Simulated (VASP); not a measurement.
Calculation: PW91 GGA, VASP's PBE PAW potentials (set 64) (plane waves; VASP).

The input files of a VASP run:

POSCAR:
```
GaSb
1.0
  0.0000000000   3.1083898661   3.1083898661
  3.1083898661   0.0000000000   3.1083898661
  3.1083898661   3.1083898661   0.0000000000
Ga Sb
1 1
Direct
  0.0000000000   0.0000000000   0.0000000000
  0.2500000000   0.2500000000   0.2500000000
```

File KPOINTS:
```
Automatic mesh
0
Gamma
9 9 9
0 0 0
```

**INCAR**
```
# general
SYSTEM  = GaSb
PREC    = Accurate
ENCUT   = 520
LREAL   = F
LASPH   = T

# electronic loop
EDIFF   = 1E-6
NELM    = 100
ALGO    = Normal
LMAXMIX = 4

# smearing
ISMEAR  = 1
SIGMA   = 0.1

# functional
GGA     = 91

# ions
IBRION  = 2
NSW     = 60
ISIF    = 3
EDIFFG  = -0.01

# output
LWAVE   = F
LCHARG  = F
```

POTCAR, in this order: Ga_d Sb (PBE.64 set). Program: vasp_std.

Output of the run:

OUTCAR:
```
 ion  position               nearest neighbor table
   1  0.000  0.000  0.000-   2 2.69   2 2.69   2 2.69   2 2.69
   2  0.250  0.250  0.250-   1 2.69   1 2.69   1 2.69   1 2.69
  LATTYP: Found a face centered cubic cell.
 ALAT       =     6.2167797322
 Subroutine PRICEL returns:
 Original cell was already a primitive cell.
 Subroutine GETGRP returns: Found 24 space group operations
The static configuration has the point symmetry T_d .
The dynamic configuration has the point symmetry T_d .
 Subroutine INISYM returns: Found 24 space group operations
 Subroutine IBZKPT returns following result:
 Found     35 irreducible k-points:

 Following reciprocal coordinates:
            Coordinates               Weight
  0.000000  0.000000  0.000000      1.000000
  0.111111  0.000000  0.000000      8.000000
  0.222222  0.000000  0.000000      8.000000
  0.333333  0.000000  0.000000      8.000000
  0.444444  0.000000  0.000000      8.000000
  0.111111  0.111111  0.000000      6.000000
  0.222222  0.111111  0.000000     24.000000
  0.333333  0.111111  0.000000     24.000000
  0.444444  0.111111  0.000000     24.000000
...
```

### OSZICAR
```
       N       E                     dE             d eps       ncg     rms          rms(c)
DAV:   1     0.764718797665E+02    0.76472E+02   -0.87922E+03   910   0.171E+03
DAV:   2    -0.179862010194E+01   -0.78270E+02   -0.75893E+02   990   0.306E+02
DAV:   3    -0.737494536357E+01   -0.55763E+01   -0.55506E+01  1125   0.714E+01
DAV:   4    -0.747986615206E+01   -0.10492E+00   -0.10489E+00  1054   0.109E+01
DAV:   5    -0.748279403272E+01   -0.29279E-02   -0.29278E-02  1222   0.158E+00    0.306E+00
DAV:   6    -0.743752266215E+01    0.45271E-01   -0.72434E-02  1217   0.482E+00    0.182E+00
DAV:   7    -0.742331796503E+01    0.14205E-01   -0.41082E-02  1055   0.196E+00    0.320E-01
DAV:   8    -0.742398261332E+01   -0.66465E-03   -0.45247E-03  1177   0.959E-01    0.656E-02
DAV:   9    -0.742438101539E+01   -0.39840E-03   -0.53770E-04   990   0.214E-01    0.308E-02
DAV:  10    -0.742443646625E+01   -0.55451E-04   -0.65029E-05  1085   0.504E-02    0.834E-03
DAV:  11    -0.742444464951E+01   -0.81833E-05   -0.13798E-05   975   0.343E-02    0.378E-03
DAV:  12    -0.742444579164E+01   -0.11421E-05   -0.18172E-06   980   0.984E-03    0.236E-03
DAV:  13    -0.742444546755E+01    0.32409E-06   -0.13770E-07   490   0.293E-03
   1 F= -.74244455E+01 E0= -.74244393E+01  d E =-.742445E+01
```

### OUTCAR
```
------------------------ aborting loop because EDIFF is reached ----------------------------------------
  FORCE on cell =-STRESS in cart. coord.  units (eV):
  Direction    XX          YY          ZZ          XY          YZ          ZX
  --------------------------------------------------------------------------------------
  Total       -0.0173701     -0.0173701     -0.0173701     -0.0000000      0.0000000     -0.0000000
  in kB       -0.4633164     -0.4633164     -0.4633164     -0.0000000      0.0000000     -0.0000000
  external PRESSURE =      -0.4633164 kB  Pullay stress =       0.0000000 kB
  volume of cell :       60.07
      direct lattice vectors                 reciprocal lattice vectors
     0.000000000  3.108389866  3.108389866    -0.160854983  0.160854983  0.160854983
     3.108389866  0.000000000  3.108389866     0.160854983 -0.160854983  0.160854983
     3.108389866  3.108389866  0.000000000     0.160854983  0.160854983 -0.160854983
  FREE ENERGIE OF THE ION-ELECTRON SYSTEM (eV)
  ---------------------------------------------------
  free  energy   TOTEN  =        -7.4244454676 eV

  energy  without entropy=       -7.4244270424  energy(sigma->0) =       -7.42443933

 reached required accuracy - stopping structural energy minimisation
```
(Selected blocks of OUTCAR.)

The compound is GaSb in the zinc blende structure. It was relaxed first, which changed the volume by +6 %. The start is the result of an earlier pass.
